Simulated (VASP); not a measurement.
```
BN
1.0
    1.25200    -2.16853     0.00000
    1.25200     2.16853     0.00000
    0.00000     0.00000     6.66000
B N
2 2
Direct
  0.33333   0.66667   0.25000
  0.66667   0.33333   0.75000
  0.66667   0.33333   0.25000
  0.33333   0.66667   0.75000
```

The base run (VASP): PBE GGA, plane waves, VASP's PBE PAW potentials (set 64). Numerical set-up: 520 eV cut-off, 9×9×3 Γ-centred mesh, Gaussian smearing of 0.050 eV, potentials B N.

One setting is varied; ΔE counts from the base run. The base run took about 9 core-seconds. Times come from single runs on busy shared machines, so they are rough: good to a factor of about 2.

Pressures at a finite cut-off, here 520 eV, hold a Pulay part, which wasn't tested here.

```json
[
 {"setting": "ISYM = 1", "cost over the base run": "within a factor of 2", "electronic steps": "13", "ΔE (meV/atom)": "0.0", "pressure (GPa)": "3.40"},
 {"setting": "SYMPREC = 1E-3", "cost over the base run": "within a factor of 2", "electronic steps": "13", "ΔE (meV/atom)": "0.0", "pressure (GPa)": "3.40"},
 {"setting": "base run", "cost over the base run": "reference", "electronic steps": "13", "ΔE (meV/atom)": "0.0", "pressure (GPa)": "3.40"},
 {"setting": "ISYM = 0", "cost over the base run": "about 4 times", "electronic steps": "13", "ΔE (meV/atom)": "0.0", "pressure (GPa)": "3.40"},
 {"setting": "ISYM = -1", "cost over the base run": "about 7 times", "electronic steps": "13", "ΔE (meV/atom)": "0.0", "pressure (GPa)": "3.40"}
]
```

Left out are runs that failed, have no time on record or changed the cell.

The compound is BN in the hex structure. The cell was not relaxed at this level.
